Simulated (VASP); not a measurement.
Consider the following.

```yaml
crystal:
  lattice:
    - [1.58648, -2.74786, 0.00000]
    - [1.58648, 2.74786, 0.00000]
    - [0.00000, 0.00000, 12.47445]
  atoms:
    - { symbol: W, position: [0.33333, 0.66667, 0.25000] }
    - { symbol: W, position: [0.66667, 0.33333, 0.75000] }
    - { symbol: S, position: [0.33333, 0.66667, 0.87532] }
    - { symbol: S, position: [0.66667, 0.33333, 0.37532] }
    - { symbol: S, position: [0.66667, 0.33333, 0.12468] }
    - { symbol: S, position: [0.33333, 0.66667, 0.62468] }
```

The numbers are results of r2SCAN+rVV10, VASP's PBE PAW potentials (set 64) (plane waves; VASP), not measurements. Numerical set-up: 520 eV cut-off, 9×9×2 Γ-centred mesh, tetrahedra with Blöchl corrections, potentials W_sv S.

The cores are frozen, which limits the accuracy of field gradients.

Question: Give the principal components of the electric field gradient (V/Å²) and the asymmetry η at each nucleus.

Answer: 
```csv
atom,Vxx,Vyy,Vzz,η
W1,76.1,76.1,-152.2,0.00
W2,76.1,76.1,-152.2,0.00
S3,23.2,23.2,-46.4,0.00
S4,23.2,23.2,-46.4,0.00
S5,23.2,23.2,-46.4,0.00
S6,23.2,23.2,-46.4,0.00
```

The compound is WS2 in the 2H layered structure. It was relaxed first.
